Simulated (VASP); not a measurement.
Given:

```
GdN
1.0
    0.00000     2.49000     2.49000
    2.49000     0.00000     2.49000
    2.49000     2.49000     0.00000
Gd N
1 1
Direct
  0.00000   0.00000   0.00000
  0.50000   0.50000   0.50000
```

All values below come from PBE GGA with D3 dispersion (Becke-Johnson damping), VASP's PBE PAW potentials (set 64) (plane waves; VASP). Settings: 520 eV cut-off, 8×8×8 Γ-centred mesh, Gaussian smearing of 0.050 eV, potentials Gd_3 N.

The 4f electrons are frozen in the core of the lanthanide potential, so 4f levels, which can set the real gap, and their magnetism are missing. Energy and stress use the plane-wave basis of the starting cell.

Problem. The ions, cell shape and volume are relaxed. Give the cell that the relaxation ends in.

Solution. 
```
GdN
1.0
    0.00000     2.46877     2.46877
    2.46877     0.00000     2.46877
    2.46877     2.46877     0.00000
Gd N
1 1
Direct
  0.00000   0.00000   0.00000
  0.50000   0.50000   0.50000
```
Space group Fm-3m (225), at a tolerance of 0.03 Å.

Problem. How do energy and volume change from the first to the last step?

Solution. The energy (σ→0) changes by -5.1 meV/atom and the volume by -2.5 %, in 3 ionic steps.

```json
[
 {"step": "1", "E(σ→0) (eV)": "-16.9268", "max force (eV/Å)": "0.000", "pressure (GPa)": "-4.00", "volume (Å³)": "30.88"},
 {"step": "2", "E(σ→0) (eV)": "-16.9223", "max force (eV/Å)": "0.000", "pressure (GPa)": "5.38", "volume (Å³)": "29.18"},
 {"step": "3", "E(σ→0) (eV)": "-16.9369", "max force (eV/Å)": "0.000", "pressure (GPa)": "-0.01", "volume (Å³)": "30.09"}
]
```

The compound is GdN in the rock salt structure. This run relaxes it. Symmetry was kept, so distortions that lower it aren't found.
